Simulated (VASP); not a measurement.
Here is the system:

```yaml
crystal:
  lattice:
    - [4.81639, 0.00000, 0.00000]
    - [0.00000, 4.81639, 0.00000]
    - [0.00000, 0.00000, 3.22587]
  atoms:
    - { symbol: Zr, position: [0.00000, 0.00000, 0.00000] }
    - { symbol: Zr, position: [0.50000, 0.50000, 0.50000] }
    - { symbol: O, position: [0.69451, 0.30549, 0.00000] }
    - { symbol: O, position: [0.30549, 0.69451, 0.00000] }
    - { symbol: O, position: [0.19451, 0.19451, 0.50000] }
    - { symbol: O, position: [0.80549, 0.80549, 0.50000] }
```

Method: LDA (Ceperley-Alder, Perdew-Zunger), VASP's LDA PAW potentials (set 64) (plane waves; VASP). Run with 520 eV cut-off, Gaussian smearing of 0.050 eV, potentials Zr_sv O.

What does the run give for the band gap (along the path) with the smallest direct gap where there is one?

```
Property                               Result
------------------------------------  -------
band gap (along the path)             3.58 eV
smallest direct gap (along the path)  3.59 eV
```

Only differences to runs with the same potentials and settings are physical.

The structure comes from a computed database's ZrO2 entry (P4_2/mnm); how it stands against other phases isn't given here. It was relaxed first.
